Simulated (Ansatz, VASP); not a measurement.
# Cs2YPbBr6: VASP beside Ansatz

```
Pb Br Y Cs
1.0
     0.00000    5.70754    5.70754
     5.70754    0.00000    5.70754
     5.70754    5.70754    0.00000
Pb Br Y Cs
1 6 1 2
Direct
  0.50000 0.50000 0.50000
  0.75540 0.24460 0.24460
  0.24460 0.75540 0.24460
  0.24460 0.75540 0.75540
  0.75540 0.24460 0.75540
  0.24460 0.24460 0.75540
  0.75540 0.75540 0.24460
  0.00000 0.00000 0.00000
  0.25000 0.25000 0.25000
  0.75000 0.75000 0.75000
```

The cell was built by a generator and needn't be a form met in nature.

Alike in both runs: task single point; functional PBE; k mesh 3 × 3 × 3; occupations methfessel-paxton of order 1, width 0.0175 eV; no spin polarisation.

```csv
,VASP,Ansatz
version,VASP 6.6.1,Ansatz 0.2.0
potentials or method,"VASP PAW PBE potentials, release 64 (Pb_d, Br, Y_sv, Cs_sv)",PAW plane waves
plane-wave cutoff (eV),520,420
valence electrons in the cell,85,85
```

```csv
,VASP,Ansatz,Ansatz less VASP
gap on the k mesh at the Fermi level (eV),none,none,-
pressure (GPa),2.7,2.7,0.00
rms of the force components (eV/Å),0.204,0.203,-0.0012
```

Atom by atom the forces differ by 0.001 eV/Å (rms over components). A gap of «none» marks a metal or a gap that the smearing closes. With one functional, cell and mesh, what is left measures potentials, basis and numerics.

Caveats: an odd number of electrons without spin polarisation forces a metal; a magnetic or distorted state may lie lower. The runs have no spin-orbit coupling, so splittings on Cs, Pb are missing.
